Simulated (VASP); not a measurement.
A convergence study with VASP on NaI (rock salt): one setting is varied, all else stays as given below, so the limit is that of these other settings. Each run relaxes cell and ions from the cell shown.

```
NaI
1.0
    0.00000     3.23500     3.23500
    3.23500     0.00000     3.23500
    3.23500     3.23500     0.00000
Na I
1 1
Direct
  0.00000   0.00000   0.00000
  0.50000   0.50000   0.50000
```

These are PBE GGA, VASP's PBE PAW potentials (set 64) (plane waves; VASP) values and carry that method's errors. The tightest run used: 550 eV cut-off, 11×11×11 Γ-centred mesh, Gaussian smearing of 0.050 eV, potentials Na_pv I.

Unless said otherwise, spin-orbit coupling is left out, though it shifts the bands of the heavy elements here. Gaps are read on the run's mesh, which can miss a band edge.

**Question.** The settings run are 2×2×2 mesh; 3×3×3 mesh; 4×4×4 mesh; 5×5×5 mesh; 7×7×7 mesh; 8×8×8 mesh; 9×9×9 mesh; 10×10×10 mesh; 11×11×11 mesh. From which on does the relaxed volume stay within 0.05 Å³/atom of the tightest run?

**Answer.** From 5×5×5 mesh on: it is off by 0.009 there and by no more than 0.05 in any finer run, while 4×4×4 mesh is off by 0.115.
| setting | relaxed volume (Å³/atom) | E (eV/atom) | gap on the mesh (eV) | irreducible k-points | difference judged (Å³/atom) |
|---|---|---|---|---|---|
| 2×2×2 mesh | 39.516 | -2.5241 | 3.212 | 3 | 4.656 |
| 3×3×3 mesh | 35.499 | -2.6745 | 3.513 | 4 | 0.639 |
| 4×4×4 mesh | 34.975 | -2.6912 | 3.558 | 8 | 0.115 |
| 5×5×5 mesh | 34.868 | -2.6934 | 3.567 | 10 | 0.009 |
| 7×7×7 mesh | 34.860 | -2.6938 | 3.568 | 20 | 0.000 |
| 8×8×8 mesh | 34.860 | -2.6938 | 3.568 | 29 | 0.000 |
| 9×9×9 mesh | 34.858 | -2.6938 | 3.568 | 35 | 0.002 |
| 10×10×10 mesh | 34.858 | -2.6938 | 3.568 | 47 | 0.002 |
| 11×11×11 mesh | 34.860 | -2.6938 | 3.568 | 56 | 0.000 |

Left out are rungs that failed or repeat a setting and relaxations that didn't move; long series are thinned to 24 rows.

The compound is NaI in the rock salt structure.
